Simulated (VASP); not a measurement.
Input:

```
TaC
1.0
    1.45258    -4.03372     0.00000
    1.45258     4.03372     0.00000
    0.00000     0.00000     3.70225
C Ta
2 2
Direct
  0.59899   0.40101   0.25000
  0.40101   0.59899   0.75000
  0.87300   0.12700   0.25000
  0.12700   0.87300   0.75000
```

Method: PBEsol GGA, VASP's PBE PAW potentials (set 64) (plane waves; VASP). Numerical set-up: 520 eV cut-off, 12×12×9 Γ-centred mesh, tetrahedra with Blöchl corrections, potentials C Ta_pv.

The cores are frozen, which limits the accuracy of field gradients.

**Question.** Give the principal components of the electric field gradient (V/Å²) and the asymmetry η at each nucleus.

**Answer.** 
| atom | Vxx | Vyy | Vzz | η |
|---|---|---|---|---|
| C1 | -7.4 | -5.1 | 12.5 | 0.19 |
| C2 | -7.4 | -5.1 | 12.5 | 0.19 |
| Ta3 | 79.0 | 73.6 | -152.6 | 0.04 |
| Ta4 | 79.0 | 73.6 | -152.6 | 0.04 |

The structure was generated: TaC was put into the CrB type (Cmcm), which need not be its known phase. It was relaxed first.
